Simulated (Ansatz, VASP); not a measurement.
# Al6Si in two plane-wave programs, part 2 of 2

One calculation is typed for both programs; each brings its own data sets. How far apart do they land? The cell is generated by rule, not measured, and may not be a known phase. The cell is taken from a series of runs on this material, whose earlier steps may have relaxed, scaled, displaced or heated it; both programs get it as it stands.

VASP 6.6.1 and Ansatz 0.2.0.

So far. Step 2 (VASP: single point, PBEsol, pair 1): The run ends at a pressure of 45.25 GPa, with forces up to 8.2 eV/Å. Step 3 (Ansatz: single point, PBEsol, pair 1): The run ends at a pressure of 44.81 GPa, with forces up to 8.1 eV/Å.

### Step 5. VASP: single point, PBEsol, pair 2

Level of this step: PBEsol; plane waves and PAW (Si, Al); invented cell (VASP).

A single point gives forces, pressure and levels at one fixed geometry, so differences don't come from the geometry; what else differs is listed under the comparison. The cell compared in this pair holds 232.49 Å³, against 143.64 Å³ for the pair before.

INCAR reads:

```
SYSTEM = Al6Si
PREC = Accurate
ENCUT = 500
EDIFF = 1E-06
NELM = 120
ISMEAR = 1
SIGMA = 0.15
LREAL = .FALSE.
ALGO = Normal
GGA = PS
NBANDS = 18
LORBIT = 11
LWAVE = .FALSE.
LCHARG = .FALSE.
ISIF = 2
LASPH = .TRUE.
GGA_COMPAT = .FALSE.
KPAR = 2
```

POSCAR reads:

```
Al6Si
1.0
    6.1489135354      0.0000000000      0.0000000000
    0.0000000000      6.1489135354      0.0000000000
    0.0000000000      0.0000000000      6.1489135354
Si Al
1 6
Direct
    0.9868547448      0.0131452552      0.0131452552
    0.1997302519      0.4977251551      0.4977251551
    0.5022748449      0.1951467759      0.4977251551
    0.8048532241      0.4977251551      0.4977251551
    0.5022748449      0.8002697481      0.4977251551
    0.5022748449      0.4977251551      0.1951467759
    0.5022748449      0.4977251551      0.8002697481
```

KPOINTS reads:

```
Automatic mesh
0
Gamma
6 6 6
0 0 0
```

The projector-augmented-wave data sets are Si and Al (PBE family, release 64).

Started as:

```console
mpirun -np 2 vasp_std
```

Numbers of over 12 decimals in the logs are rounded to 6 here.

What it wrote:

```text
[banner, memory and clock lines left out]
running    2 mpi-ranks, on    1 nodes
[...]
[... a notice as in an earlier step ...]

 LDA part: xc-table for (Slater+PW92), standard interpolation
 POSCAR, INCAR and KPOINTS ok, starting setup
[...]
entering main loop
       N       E                     dE             d eps       ncg     rms          rms(c)
DAV:   1     0.313908421170E+02    0.31391E+02   -0.67747E+03  1152   0.862E+02
DAV:   2    -0.232507047014E+02   -0.54642E+02   -0.53065E+02  1476   0.112E+02
DAV:   3    -0.255622710911E+02   -0.23116E+01   -0.22928E+01  1526   0.231E+01
DAV:   4    -0.256135751405E+02   -0.51304E-01   -0.51270E-01  1688   0.404E+00
[...]
DAV:  15    -0.219291019270E+02   -0.58125E-06   -0.10053E-05  1476   0.134E-02    0.106E-02
DAV:  16    -0.219291002540E+02    0.16729E-05   -0.63607E-06   742   0.486E-03    0.247E-03
DAV:  17    -0.219291004098E+02   -0.15578E-06   -0.40422E-07   640   0.317E-03
   1 F= -.21929100E+02 E0= -.21927049E+02  d E =-.615475E-02
```

From OUTCAR (step 5):

```text
  Total        0.0553020      0.0553020      0.0553020      0.0456489     -0.0456489      0.0456489
  in kB        0.3811149      0.3811149      0.3811149      0.3145905     -0.3145905      0.3145905
  external PRESSURE =       0.3811149 kB  Pullay stress =       0.0000000 kB

 POSITION                                       TOTAL-FORCE (eV/Angst)
 -----------------------------------------------------------------------------------
      6.06808      0.08083      0.08083        -0.171919      0.171919      0.171919
      1.22812      3.06047      3.06047         0.032283     -0.030170     -0.030170
      3.08844      1.19994      3.06047         0.027202     -0.024892     -0.027202
      4.94897      3.06047      3.06047         0.024892     -0.027202     -0.027202
      3.08844      4.92079      3.06047         0.030170     -0.032283     -0.030170
      3.08844      3.06047      1.19994         0.027202     -0.027202     -0.024892
      3.08844      3.06047      4.92079         0.030170     -0.030170     -0.032283
 -----------------------------------------------------------------------------------
    total drift:                               -0.000047      0.000047      0.000047

  FREE ENERGIE OF THE ION-ELECTRON SYSTEM (eV)
  ---------------------------------------------------
  free  energy   TOTEN  =       -21.9291004098 eV

  energy  without entropy=      -21.9229456593  energy(sigma->0) =      -21.92704883

[... 3 further parts left out ...]
[key lines of the parts left out:]
E-fermi :   1.6202
```

The run ends at a pressure of 0.04 GPa, with forces up to 0.30 eV/Å.

### Step 6. Ansatz: single point, PBEsol, pair 2

The same cell, functional, mesh and smearing now go to Ansatz, which takes its cutoff from its data sets.

The cell is taken from a series of runs on this material, whose earlier steps may have relaxed, scaled, displaced or heated it; both programs get it as it stands.

input.yaml reads:

```yaml
crystal:
  lattice:
    - [6.1489135354, 0.0, 0.0]
    - [0.0, 6.1489135354, 0.0]
    - [0.0, 0.0, 6.1489135354]
  atoms:
    - { symbol: Si, position: [-0.0131452552, 0.0131452552, 0.0131452552] }
    - { symbol: Al, position: [0.1997302519, 0.4977251551, 0.4977251551] }
    - { symbol: Al, position: [0.5022748449, 0.1951467759, 0.4977251551] }
    - { symbol: Al, position: [0.8048532241, 0.4977251551, 0.4977251551] }
    - { symbol: Al, position: [0.5022748449, 0.8002697481, 0.4977251551] }
    - { symbol: Al, position: [0.5022748449, 0.4977251551, 0.1951467759] }
    - { symbol: Al, position: [0.5022748449, 0.4977251551, 0.8002697481] }
kpoints:
  mp_grid: { grid: [6, 6, 6] }
hamiltonian:
  xc: pbesol
scf:
  occupations: { method: methfessel_paxton, width: 0.15 }
output:
  forces: true
  stress: true
  eigenvalues: true
```

Started as:

```console
ansatz run input.yaml --threads 8 --pin off --max-ram 14336MiB --backend cpu --events-out ev --progress --plain --runs-dir out
```

What it wrote:

```text
[...]
Crystal: 7 atoms, lattice volume = 232.485 Å³
Basis set: ecut = 420 eV, 4553 PW (Γ), exchange–correlation on 90×90×90 points (8 copies of the dense FFT grid, shifted against one another)
Bands: 18, of which v1, the nominal top of the filled ones, is band 11 counted from 1 (10 counted from 0)
Symmetry: 6 space group operations
[...]
k-points: 32 of 216 (time reversal used)
[...]
k-point 0: bands = [... 7 lower, -0.9478, 1.6555, 1.6727, 1.6727, 2.0841, 2.0841, 2.0977, 3.5768, ... 3 higher]
  k-point 1: bands = [... 7 lower, -0.6469, 1.2899, 1.3029, 1.7619, 2.0846, 2.1969, 2.2268, 3.3454, ... 3 higher]
  k-point 2: bands = [... 7 lower, 0.4184, 0.8148, 0.8248, 1.9050, 2.1353, 2.3203, 2.3547, 3.0112, ... 3 higher]
  k-point 31: bands = [... 7 lower, -0.2578, 1.5308, 1.5319, 1.5319, 2.6042, 2.6042, 2.6092, 3.8843, ... 3 higher]
[key lines of the parts left out:]
SCF converged after 9 iterations
Free energy (F): -3760.416339 eV
Fermi energy:    1.625406 eV
P = ⅓ Tr σ = -0.0082 GPa (-0.082 kbar)
```

The run ends at a pressure of -0.01 GPa, with forces up to 0.30 eV/Å.

### Step 7. Comparison

Both answers:

```csv
quantity,Ansatz,VASP,difference
pressure (GPa),-0.01,0.04,-0.05
```

Forces (eV/Å; atoms numbered as in POSCAR):

```
atom         Ansatz x, y, z           VASP x, y, z
 Si1   -0.172, 0.172, 0.172   -0.172, 0.172, 0.172
 Al2  0.032, -0.030, -0.030  0.032, -0.030, -0.030
 Al3  0.027, -0.026, -0.027  0.027, -0.025, -0.027
 Al4  0.026, -0.027, -0.027  0.025, -0.027, -0.027
 Al5  0.030, -0.032, -0.030  0.030, -0.032, -0.030
 Al6  0.027, -0.027, -0.026  0.027, -0.027, -0.025
 Al7  0.030, -0.030, -0.032  0.030, -0.030, -0.032
```

The forces differ by 0.4 meV/Å r.m.s., which is 0.6 % of the r.m.s. force of 0.070 eV/Å (both taken over all components).

### Step 8. VASP: single point, PBEsol, pair 3

With cell and atoms fixed, the geometry can't cause a difference; cores, projectors, grids and the points listed under the comparison can.

INCAR is that of step 5.

POSCAR reads:

```
Al6Si
1.0
    6.1489135354      0.0000000000      0.0000000000
    0.0000000000      6.1489135354      0.0000000000
    0.0000000000      0.0000000000      6.1489135354
Si Al
1 6
Direct
    0.9793431704      0.0206568296      0.0206568296
    0.2010398165      0.4964252438      0.4964252438
    0.5035747562      0.1938372113      0.4964252438
    0.8061627887      0.4964252438      0.4964252438
    0.5035747562      0.7989601835      0.4964252438
    0.5035747562      0.4964252438      0.1938372113
    0.5035747562      0.4964252438      0.7989601835
```

KPOINTS is that of step 5.

Started as:

```console
mpirun -np 2 vasp_std
```

What it wrote:

```text
[... set-up lines as in an earlier step ...]
 entering main loop
       N       E                     dE             d eps       ncg     rms          rms(c)
DAV:   1     0.314688052714E+02    0.31469E+02   -0.67740E+03  1152   0.864E+02
DAV:   2    -0.232489207895E+02   -0.54718E+02   -0.53111E+02  1474   0.112E+02
DAV:   3    -0.255691204570E+02   -0.23202E+01   -0.23010E+01  1556   0.232E+01
DAV:   4    -0.256196329578E+02   -0.50513E-01   -0.50481E-01  1712   0.401E+00
[...]
DAV:  13    -0.219651566701E+02    0.29170E-03   -0.25582E-03  1324   0.845E-02    0.151E-02
DAV:  14    -0.219651536835E+02    0.29866E-05   -0.84548E-05  1348   0.335E-02    0.958E-03
DAV:  15    -0.219651538230E+02   -0.13943E-06   -0.54088E-06  1376   0.109E-02
   1 F= -.21965154E+02 E0= -.21963529E+02  d E =-.487410E-02
```

Parts of OUTCAR (step 8):

```text
  Total        0.0375378      0.0375378      0.0375378      0.1118556     -0.1118556      0.1118556
  in kB        0.2586924      0.2586924      0.2586924      0.7708560     -0.7708560      0.7708560
  external PRESSURE =       0.2586924 kB  Pullay stress =       0.0000000 kB

 POSITION                                       TOTAL-FORCE (eV/Angst)
 -----------------------------------------------------------------------------------
      6.02190      0.12702      0.12702        -0.271821      0.271821      0.271821
      1.23618      3.05248      3.05248         0.051882     -0.049047     -0.049047
      3.09644      1.19189      3.05248         0.042011     -0.037823     -0.042011
      4.95703      3.05248      3.05248         0.037823     -0.042011     -0.042011
      3.09644      4.91274      3.05248         0.049047     -0.051882     -0.049047
      3.09644      3.05248      1.19189         0.042011     -0.042011     -0.037823
      3.09644      3.05248      4.91274         0.049047     -0.049047     -0.051882
 -----------------------------------------------------------------------------------
    total drift:                                0.000047     -0.000047     -0.000047

  FREE ENERGIE OF THE ION-ELECTRON SYSTEM (eV)
  ---------------------------------------------------
  free  energy   TOTEN  =       -21.9651538230 eV

  energy  without entropy=      -21.9602797234  energy(sigma->0) =      -21.96352912

[... 2 parts as in an earlier step ...]

[... 1 further part left out ...]
[key lines of the parts left out:]
E-fermi :   1.6219
```

The run ends at a pressure of 0.03 GPa, with forces up to 0.47 eV/Å.

### Step 9. Ansatz: single point, PBEsol, pair 3

The same cell, functional, mesh and smearing now go to Ansatz, which takes its cutoff from its data sets.

The cell is taken from a series of runs on this material, whose earlier steps may have relaxed, scaled, displaced or heated it; both programs get it as it stands.

input.yaml, the sections that differ from step 6:

```yaml
crystal:
  lattice:
    - [6.1489135354, 0.0, 0.0]
    - [0.0, 6.1489135354, 0.0]
    - [0.0, 0.0, 6.1489135354]
  atoms:
    - { symbol: Si, position: [-0.0206568296, 0.0206568296, 0.0206568296] }
    - { symbol: Al, position: [0.2010398165, 0.4964252438, 0.4964252438] }
    - { symbol: Al, position: [0.5035747562, 0.1938372113, 0.4964252438] }
    - { symbol: Al, position: [0.8061627887, 0.4964252438, 0.4964252438] }
    - { symbol: Al, position: [0.5035747562, 0.7989601835, 0.4964252438] }
    - { symbol: Al, position: [0.5035747562, 0.4964252438, 0.1938372113] }
    - { symbol: Al, position: [0.5035747562, 0.4964252438, 0.7989601835] }
# kpoints, hamiltonian, scf, output: as in step 6
```

Started as:

```console
ansatz run input.yaml --threads 8 --pin off --max-ram 14336MiB --backend cpu --events-out ev --progress --plain --runs-dir out
```

What it wrote:

```text
[...]
Crystal: 7 atoms, lattice volume = 232.485 Å³
Basis set: ecut = 420 eV, 4553 PW (Γ), exchange–correlation on 90×90×90 points (8 copies of the dense FFT grid, shifted against one another)
Bands: 18, of which v1, the nominal top of the filled ones, is band 11 counted from 1 (10 counted from 0)
Symmetry: 6 space group operations
[...]
k-points: 32 of 216 (time reversal used)
[...]
k-point 0: bands = [... 7 lower, -0.9452, 1.6282, 1.6677, 1.6677, 2.0962, 2.0962, 2.1281, 3.5711, ... 3 higher]
  k-point 1: bands = [... 7 lower, -0.6455, 1.2753, 1.3065, 1.7642, 2.0761, 2.1920, 2.2589, 3.3493, ... 3 higher]
  k-point 2: bands = [... 7 lower, 0.4188, 0.8068, 0.8311, 1.9075, 2.1314, 2.2909, 2.3736, 3.0385, ... 3 higher]
  k-point 31: bands = [... 7 lower, -0.2529, 1.5312, 1.5337, 1.5337, 2.6089, 2.6089, 2.6215, 3.8832, ... 3 higher]
[key lines of the parts left out:]
SCF converged after 8 iterations
Free energy (F): -3760.452372 eV
Fermi energy:    1.627253 eV
P = ⅓ Tr σ = -0.0201 GPa (-0.201 kbar)
```

The run ends at a pressure of -0.02 GPa, with forces up to 0.47 eV/Å.

### Step 10. Side by side

Compared:

| quantity | Ansatz | VASP | difference |
| --- | --- | --- | --- |
| pressure (GPa) | -0.02 | 0.03 | -0.05 |

Forces (eV/Å; atoms numbered as in POSCAR):

```
atom         Ansatz x, y, z           VASP x, y, z
 Si1   -0.272, 0.272, 0.272   -0.272, 0.272, 0.272
 Al2  0.051, -0.049, -0.049  0.052, -0.049, -0.049
 Al3  0.042, -0.038, -0.042  0.042, -0.038, -0.042
 Al4  0.038, -0.042, -0.042  0.038, -0.042, -0.042
 Al5  0.049, -0.051, -0.049  0.049, -0.052, -0.049
 Al6  0.042, -0.042, -0.038  0.042, -0.042, -0.038
 Al7  0.049, -0.049, -0.051  0.049, -0.049, -0.052
```

The forces differ by 0.2 meV/Å r.m.s., which is 0.2 % of the r.m.s. force of 0.111 eV/Å (both taken over all components).

### Step 11. Outcome

| Quantity | Value |
| --- | --- |
| r.m.s. force difference (single point, PBEsol, pair 1) | 0.73 % of the r.m.s. force |
| r.m.s. force difference (single point, PBEsol, pair 2) | 0.4 meV/Å |
| r.m.s. force difference (single point, PBEsol, pair 3) | 0.22 meV/Å |

**Reading.** The r.m.s. force difference is 0.73 % of the r.m.s. force (single point, PBEsol, pair 1), within the 3 % picked in this series as the mark of a large difference. 5 further runs of this series are not shown here. How closely two codes agree says nothing of how well the functional describes the real material.

[Lines on the potential files, build, host, timing and source positions are cut from VASP's logs without a mark.]

[Logs are printed without paths, hosts, clocks, repeated set-up lines and the standing remarks that a program may print on its own settings, such as how far it seeks lower states.]

[Hosts, paths, dates, database ids (printed as entryN), source tags and the programs' standing remarks are cut or masked in the printed files.]
